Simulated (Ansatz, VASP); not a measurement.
## SnPbSe3: VASP beside Ansatz

Wanted: the spread between two codes on one cell, functional and k mesh. The cell is generated by rule, not measured, and may not be a known phase. The cell is taken from a series of runs on this material, whose earlier steps may have relaxed, scaled, displaced or heated it; both programs get it as it stands.

Calculated with Ansatz 0.2.0; plane waves, with VASP 6.6.1 beside it; zone-centre phonons at LDA.

The structure was built from a prototype and need not be the compound's stable phase.

## 1. Starting point

It takes space group Pm-3m (No. 221, cubic). Conventional cell: a = 5.270 Å, b = 5.270 Å, c = 5.270 Å, α = 90.00°, β = 90.00°, γ = 90.00°. Nearest to Sn lie 12 Se at 3.73 Å. Nearest to Pb lie 6 Se at 2.64 Å. Nearest to Se lie 2 Pb at 2.64 Å. Farther neighbours and most contacts between anions are not listed.

## 2. Ansatz: zone-centre phonons, LDA

Ansatz runs on norm-conserving files, of PseudoDojo where its log says so.

Second derivatives magnify differences that forces hide, and they need a tight electronic threshold.

Contents of input.yaml:

```yaml
crystal:
  lattice:
    - [5.2702502674, 0.0, 0.0]
    - [0.0, 5.2702502674, 0.0]
    - [0.0, 0.0, 5.2702502674]
  atoms:
    - { symbol: Sn, position: [0.0, 0.0, 0.0] }
    - { symbol: Pb, position: [0.5, 0.5, 0.5] }
    - { symbol: Se, position: [0.5, 0.5, 0.0] }
    - { symbol: Se, position: [0.5, 0.0, 0.5] }
    - { symbol: Se, position: [0.0, 0.5, 0.5] }
kpoints:
  mp_grid: { grid: [6, 6, 6] }
hamiltonian:
  xc: lda
  pseudopotentials: { kind: nc, accuracy: standard }
scf:
  occupations: { method: fermi_dirac, width: 0.27211 }
output:
  eigenvalues: true
phonons:
  method: dfpt
```

Launch:

```console
ansatz run input.yaml --threads 4 --pin off --max-ram 8192MiB --backend cpu --events-out ev --progress --plain --runs-dir out
```

The program printed:

```text
band count auto-derived: 50 (N_el = 76.0; filled up to band 38; 46 by the electrons, moments and atoms)
zone centre: on kpoints.mp_grid the ground state, and the responses unless they are solved on pairs of k-points, stand on 64 of the mesh's 216 k-points, reduced under 8 symmetry operations, with k and −k counted as one. Each operation leaves every solved displacement unchanged or reverses it
Engine: ansatz 0.2.0, aarch64-unknown-linux-gnu
Pseudopotentials: kind: nc
Pseudopotential: Sn, nc, valence charge 14, recommended cutoff 979.609905 eV (normal), Sn.nc.azcp (PseudoDojo's, or run here from an input of PseudoDojo's; its table is named by hamiltonian.pseudopotentials.accuracy)
Pseudopotential: Pb, nc, valence charge 14, recommended cutoff 761.918815 eV (normal), Pb.nc.azcp (PseudoDojo's, or run here from an input of PseudoDojo's; its table is named by hamiltonian.pseudopotentials.accuracy)
Pseudopotential: Se, nc, valence charge 16, recommended cutoff 1170.089609 eV (normal), Se.nc.azcp (PseudoDojo's, or run here from an input of PseudoDojo's; its table is named by hamiltonian.pseudopotentials.accuracy)
Functional definition: SPW92
  exchange = slater_x
  correlation = pw_c
Crystal: 5 atoms, lattice volume = 146.384 Å³
Basis set: ecut = 1170.089609 eV, 13301 PW (Γ), exchange–correlation on 120×120×120 points (8 copies of the dense FFT grid, shifted against one another)
Bands: 50, of which v1, the nominal top of the filled ones, is band 38 counted from 1 (37 counted from 0)
Symmetry: 48 space group operations
k-points: 64 of 216 (irreducible under 8 space group operations)
Non-local potential: Sn, projectors of the file, l = 0: 2, l = 1: 2, l = 2: 2
Non-local potential: Pb, projectors of the file, l = 0: 2, l = 1: 2, l = 2: 2
Non-local potential: Se, projectors of the file, l = 0: 2, l = 1: 2, l = 2: 2
Initial density: superposition of atomic densities (chi_scale 0.1, normalization cell, long waves kept (reshape's long-wave potential 0.02 eV rms))
Initial wavefunctions: pseudopotential atomic-orbital guess
Functional: x = slater, c = lda
SCF iter   1: F=—  HF=-13941.519227 eV  |F-HF|=—  |Δ(HF+E_count)|=         —  Δρ=2.36e-2  dr2=7.66e-1  ethr=3.10e-3  ⟨swp⟩=8.8  Hψ=13626  notcnv=0
preconditioner: auto → LDOS  [metal: Δε(μ)=0.085 eV  Ē_g=13.380 eV  σ=0.272 eV  W_gap=0.08  n_scr=32 (ndim 8)  ℏωp=18.4 eV  f_vac=0.017  D(μ)=2.91/eV (n_scr^D=18)  β→1.0]
SCF iter   2: F=—  HF=-13941.242151 eV  |F-HF|=—  |Δ(HF+E_count)|=   2.77e-1  Δρ=1.01e-2  dr2=8.59e-2  ethr=1.01e-3  ⟨swp⟩=2.1  Hψ=5574  notcnv=0  defer=2
SCF iter   3: F=—  HF=-13941.213247 eV  |F-HF|=—  |Δ(HF+E_count)|=   2.89e-2  Δρ=2.76e-3  dr2=6.87e-3  ethr=1.13e-4  ⟨swp⟩=2.1  Hψ=4680  notcnv=0  defer=2
SCF iter   4: F=—  HF=-13941.210454 eV  |F-HF|=—  |Δ(HF+E_count)|=   2.79e-3  Δρ=5.91e-4  dr2=3.97e-4  ethr=9.04e-6  ⟨swp⟩=2.0  Hψ=5140  notcnv=0
SCF iter   5: F=—  HF=-13941.210310 eV  |F-HF|=—  |Δ(HF+E_count)|=   1.44e-4  Δρ=1.05e-4  dr2=1.11e-5  ethr=5.22e-7  ⟨swp⟩=2.2  Hψ=5126  notcnv=0
SCF iter   6: F=—  HF=-13941.210306 eV  |F-HF|=—  |Δ(HF+E_count)|=   3.68e-6  Δρ=1.28e-5  dr2=9.61e-8  ethr=1.46e-8  ⟨swp⟩=2.1  Hψ=5536  notcnv=0
SCF iter   7: F=—  HF=-13941.210037 eV  |F-HF|=—  |Δ(HF+E_count)|=   2.69e-4  Δρ=1.95e-6  dr2=2.33e-9  ethr=1.26e-10  ⟨swp⟩=2.4  Hψ=6005  notcnv=0
SCF iter   8: F=—  HF=-13941.210037 eV  |F-HF|=—  |Δ(HF+E_count)|=  3.60e-10  Δρ=5.51e-7  dr2=1.31e-10  ethr=3.07e-12  ⟨swp⟩=2.8  Hψ=5590  notcnv=0
SCF iter   9: F=-13941.210037 eV  HF=-13941.210037 eV  |F-HF|=3.64e-12  |Δ(HF+E_count)|=  6.37e-11  Δρ=6.36e-8  dr2=3.64e-12  ethr=1.00e-12  ⟨swp⟩=11.6  Hψ=20334  notcnv=0
SCF 1 converged in 9 iterations: F = -13941.210037 eV  dr2 = 3.64e-12
DFPT response loops at Γ: preconditioner auto → Kerker (q_TF=auto, 2.446 Å⁻¹) (partly filled bands, converged f_vac=0.019); β = 1.00, the filter's whole step (`scf.mixing.beta` (0.50) is not read by the response loops under this deck's `scf.mixing.preconditioner`; to damp them name `kerker` or `kerker_dos`, under which they read `scf.mixing.beta`, and type it under 1.00, their step now; both keys bind the ground state too); Broyden in place of MSR1
SCF converged after 9 iterations
Free energy (F): -13941.210037 eV
Harris-Foulkes:  -13941.210037 eV  (|F-HF|=3.64e-12)
Internal energy: -13940.475078 eV  (E = F + TS)
E sigma→0 (E₀):  -13940.842557 eV
Entropy (-TS):   -0.734960 eV (-146.992 meV/atom)
Fermi energy:    7.701269 eV
--- Per-component energies (eV) ---
  E_band       = -1361.559781
  E_kinetic    = 8606.997239
  E_local      = -11071.366359  (includes V_loc(G=0)·N_el)
  E_nonlocal   = -5151.383448
  E_hartree    = 4142.382504
  E_xc         = -3073.335176
  E_vxc        = -2030.572328  (∫ρ·V_xc dr)
  E_ewald      = -7393.769837
  E_smearing   = -0.734960  (= −TS)
  E_closure    = 0.000000  (closes the sum)
  Σ components = -13941.210037   (vs F -13941.210037, Δ=0.00e0)
--- Band table (eV; the first three rows and the last of 64) ---
  k-point 0: bands = [... 34 lower, 6.3580, 6.3580, 6.7155, 6.7155, 6.7155, 10.1994, 10.1994, 10.1994, ... 8 higher]
  k-point 1: bands = [... 34 lower, 6.2585, 6.5975, 6.6781, 6.6781, 6.7649, 9.5968, 9.9890, 9.9890, ... 8 higher]
  k-point 2: bands = [... 34 lower, 5.9335, 6.3855, 6.7452, 6.7452, 7.8764, 8.5499, 9.6308, 9.6308, ... 8 higher]
  k-point 63: bands = [... 34 lower, 7.2400, 7.9023, 7.9023, 7.9023, 10.1191, 10.1191, 10.1191, 10.3719, ... 8 higher]
--- Phonons (Γ-DFPT): 4 representative perturbations + reference, on 64 of 216 k-points (Σ response iterations 12) ---
  k mesh reduced under 8 symmetry operations, with k and −k counted as one. Each operation leaves every solved displacement unchanged or reverses it
  ASR residual: 2.580e-4 → 0.000e0 eV/Å²; symmetrization residual: 2.259e-4 eV/Å²
  ASR residual per site (eV/Å²): 4.08e-5 2.58e-4 4.54e-5 4.54e-5 4.54e-5
  Γ frequencies (cm⁻¹): -116.17 -116.17 -116.17 -88.28 -88.28 -88.28 -41.05 -41.05 -41.05 0.00 0.00 0.00 235.94 235.94 235.94
  non-analytic LO–TO correction: not included (Born effective charges unavailable; polar crystals: no LO–TO splitting at Γ)
```

The column dr2 measures how far the density is from self-consistency, as an energy; F and HF (Harris–Foulkes) agree once it is small.

(Part 1 of 3 ends here.)

[Lines on the potential files, build, host, timing and source positions are cut from VASP's logs without a mark.]

[Logs are printed without paths, hosts, clocks, repeated set-up lines and the standing remarks that a program may print on its own settings, such as how far it seeks lower states.]

[Hosts, paths, dates, database ids (printed as entryN), source tags and the programs' standing remarks are cut or masked in the printed files.]
